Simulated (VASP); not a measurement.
Here is a VASP 6.6.1 calculation.

File INCAR:

```
SYSTEM = HgPtSeF3
PREC     = Accurate       ! precision mode
ENCUT    = 520            ! plane-wave cutoff, eV
EDIFF    = 1E-7           ! SCF threshold, eV
ISMEAR   = 0              ! smearing method
SIGMA    = 0.1            ! smearing width, eV
LREAL    = .FALSE.        ! projectors in reciprocal space
LASPH    = .TRUE.         ! aspherical terms in the spheres
NELM     = 100            ! most SCF steps
ALGO     = Fast           ! electronic algorithm
ISIF     = 2              ! what is computed and relaxed
LWAVE    = .FALSE.        ! write WAVECAR
LCHARG   = .FALSE.        ! write CHGCAR
GGA      = PE             ! functional
NBANDS   = 34             ! bands
```

Contents of KPOINTS:

```
regular mesh
0
G
  8 8 8
  0 0 0
```

POSCAR

```
HgPtSeF3
1.0
   -2.5823060669      2.4819746913      4.4760357631
    2.5823060669     -2.4819746913      4.4760357631
    2.5823060669      2.4819746913     -4.4760357631
Hg Pt Se F
1 1 1 3
Direct
    0.0000000000      0.0000000000      0.0000000000
    0.5000000000      0.5000000000      0.0000000000
    0.0000000000      0.5000000000      0.5000000000
    0.7207711627      0.7207711627      0.0000000000
    0.2792288373      0.2792288373      0.0000000000
    0.5000000000      0.0000000000      0.5000000000
```

Potentials or basis: VASP PAW PBE potentials, release 64 (Hg, Pt, Se, F).

Launch:

```bash
$ cat potpaw_PBE.64/Hg/POTCAR potpaw_PBE.64/Pt/POTCAR potpaw_PBE.64/Se/POTCAR potpaw_PBE.64/F/POTCAR > POTCAR
$ mpirun -np 1 vasp_std > vasp.out
```

(1) What does it give for the pressure?

(2) Estimate the largest force.

## Answers

(1) 0.3 GPa.

(2) 0.108 eV/Å.

Caveat: an odd number of electrons without spin polarisation forces a metal; a magnetic or distorted state may lie lower.
